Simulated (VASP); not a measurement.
Input for VASP

### KPOINTS
```
Automatic mesh
0
Gamma
2 2 2
0 0 0
```

### INCAR
```
SYSTEM = TiZn3
PREC = Accurate
ENCUT = 400
EDIFF = 1E-6
NELM = 25
ALGO = VeryFast
LREAL = .FALSE.
LASPH = .TRUE.
ISMEAR = 1
SIGMA = 0.1
GGA = PE
LMAXMIX = 4
LWAVE = .FALSE.
LCHARG = .FALSE.
ISIF = 2
HFSCREEN = 0.2
AEXX = 0.25
LHFCALC = .TRUE.
PRECFOCK = Fast
ISYM = 3
```

File POSCAR:
```
TiZn3
1
    3.8808300000     0.0000000000     0.0000000000
    0.0000000000     3.8808300000     0.0000000000
    0.0000000000     0.0000000000     3.8808300000
Ti Zn
1 3
Direct
  0.0000000000   0.0000000000   0.0000000000
  0.0000000000   0.5000000000   0.5000000000
  0.5000000000   0.0000000000   0.5000000000
  0.5000000000   0.5000000000   0.0000000000
```

POTCAR, in this order: Ti_sv Zn (PBE.64 set). Program: vasp_std.

Output

### standard output
```
 POSCAR found type information on POSCAR TiZn
 POSCAR found :  2 types and       4 ions
 Reading from existing POTCAR
 Reading from existing POTCAR
 LDA part: xc-table for (Slater+PW92), standard interpolation
 POSCAR, INCAR and KPOINTS ok, starting setup
 WAVECAR not read
 entering main loop
       N       E                     dE             d eps       ncg     rms          rms(c)
RMM:   1    -0.129241039140E+04   -0.12924E+04   -0.21452E+04   112   0.213E+03
RMM:   2    -0.142593937477E+04   -0.13353E+03   -0.34349E+03   112   0.418E+02
RMM:   3    -0.138151108107E+04    0.44428E+02   -0.36182E+02   112   0.152E+02
RMM:   4    -0.138605857508E+04   -0.45475E+01   -0.13050E+02   112   0.729E+01
RMM:   5    -0.138745787695E+04   -0.13993E+01   -0.73361E+01   112   0.445E+01
RMM:   6    -0.139030145414E+04   -0.28436E+01   -0.11424E+02   112   0.535E+01
RMM:   7    -0.138894402880E+04    0.13574E+01   -0.30176E+02   112   0.640E+01
RMM:   8    -0.138866256160E+04    0.28147E+00   -0.10271E+02   112   0.499E+01
RMM:   9    -0.137969041076E+04    0.89722E+01   -0.19971E+01   378   0.458E+01
RMM:  10    -0.138367819404E+04   -0.39878E+01   -0.15321E+01   376   0.174E+01
RMM:  11    -0.138365176795E+04    0.26426E-01   -0.27615E+00   366   0.139E+01
RMM:  12    -0.138367015223E+04   -0.18384E-01   -0.19748E+00   379   0.127E+01    0.144E+01
RMM:  13     0.252461244476E+03    0.16361E+04   -0.10397E+02   423   0.108E+02    0.146E+01
RMM:  14     0.251125217119E+03   -0.13360E+01   -0.45109E+01   419   0.687E+01    0.448E+00
RMM:  15     0.256372301716E+03    0.52471E+01   -0.80315E+00   393   0.306E+01    0.230E+00
RMM:  16     0.254452660407E+03   -0.19196E+01   -0.12192E+01   412   0.196E+01    0.347E+00
RMM:  17     0.255609352415E+03    0.11567E+01   -0.77018E+00   416   0.213E+01    0.229E+00
RMM:  18     0.255416930622E+03   -0.19242E+00   -0.38705E+00   423   0.189E+01    0.779E-01
RMM:  19     0.255470688094E+03    0.53757E-01   -0.49764E+00   420   0.184E+01    0.145E+00
RMM:  20     0.255066364251E+03   -0.40432E+00   -0.74504E+00   424   0.185E+01    0.223E+00
RMM:  21     0.255595589518E+03    0.52923E+00   -0.53954E+00   421   0.195E+01    0.213E+00
RMM:  22     0.255303443695E+03   -0.29215E+00   -0.69612E+00   422   0.200E+01    0.137E+00
RMM:  23     0.255664946735E+03    0.36150E+00   -0.39302E+00   425   0.187E+01    0.184E+00
RMM:  24     0.255242152857E+03   -0.42279E+00   -0.81219E+00   423   0.201E+01    0.196E+00
RMM:  25     0.255528572571E+03    0.28642E+00   -0.59361E+00   423   0.191E+01

 -----------------------------------------------------------------------------
|                                                                             |
|           W    W    AA    RRRRR   N    N  II  N    N   GGGG   !!!           |
|           W    W   A  A   R    R  NN   N  II  NN   N  G    G  !!!           |
|           W    W  A    A  R    R  N N  N  II  N N  N  G       !!!           |
|           W WW W  AAAAAA  RRRRR   N  N N  II  N  N N  G  GGG   !            |
|           WW  WW  A    A  R   R   N   NN  II  N   NN  G    G                |
|           W    W  A    A  R    R  N    N  II  N    N   GGGG   !!!           |
|                                                                             |
|     The electronic self-consistency was not achieved in the given           |
|     number of steps (NELM). The forces and other quantities evaluated       |
|     might not be reliable so examine the results carefully. If you find     |
|     spurious results, we suggest increasing NELM, if you were close to      |
|     convergence or switching to a different ALGO or adjusting the           |
|     density mixing parameters otherwise.                                    |
|                                                                             |
 -----------------------------------------------------------------------------

   1 F= 0.25552857E+03 E0= 0.25553218E+03  d E =-.108123E-01
```

OUTCAR:
```
------------------------ aborting loop EDIFF was not reached (unconverged)  ----------------------------
  FORCE on cell =-STRESS in cart. coord.  units (eV):
  Direction    XX          YY          ZZ          XY          YZ          ZX
  --------------------------------------------------------------------------------------
  Total     -335.6766337   -335.6766337   -335.6766337     -0.0000000     -0.0000000      0.0000000
  in kB    -9201.4831904  -9201.4831904  -9201.4831904     -0.0000000     -0.0000000      0.0000000
  external PRESSURE =   -9201.4831904 kB  Pullay stress =       0.0000000 kB
  volume of cell :       58.45
      direct lattice vectors                 reciprocal lattice vectors
     3.880830000  0.000000000  0.000000000     0.257676837  0.000000000  0.000000000
     0.000000000  3.880830000  0.000000000     0.000000000  0.257676837  0.000000000
     0.000000000  0.000000000  3.880830000     0.000000000  0.000000000  0.257676837
 POSITION                                       TOTAL-FORCE (eV/Angst)
 -----------------------------------------------------------------------------------
      0.00000      0.00000      0.00000         0.000000      0.000000      0.000000
      0.00000      1.94042      1.94042         0.000000      0.000000      0.000000
      1.94042      0.00000      1.94042         0.000000      0.000000      0.000000
      1.94042      1.94042      0.00000         0.000000      0.000000      0.000000
 -----------------------------------------------------------------------------------
    total drift:                               -0.828165     -0.169262      0.056801
  FREE ENERGIE OF THE ION-ELECTRON SYSTEM (eV)
  ---------------------------------------------------
  free  energy   TOTEN  =       255.5285725706 eV

  energy  without entropy=      255.5393848341  energy(sigma->0) =      255.53217666

  exchange ACFDT corr.  =        -0.13085239  see jH, gK, PRB 81, 115126
```
(Selected blocks of OUTCAR.)

Q: From input and log, find the fault in this run and mend it.

A: The cause: a hybrid functional was run with ALGO = VeryFast. The run did not converge; its last values are not results. Against the sound run, the energy per atom (σ→0) increases by 67.432 eV/atom; the pressure falls by 920.74 GPa. To mend it, set ALGO = Normal.

The mended run (HSE06 screened hybrid, plane waves, VASP's PBE PAW potentials (set 64)) converges, and its OSZICAR ends with
```
   1 F= -.14192815E+02 E0= -.14194399E+02  d E =0.475058E-02
```

The structure comes from a computed database's TiZn3 entry (Pm-3m); how it stands against other phases isn't given here. The cell was not relaxed at this level.
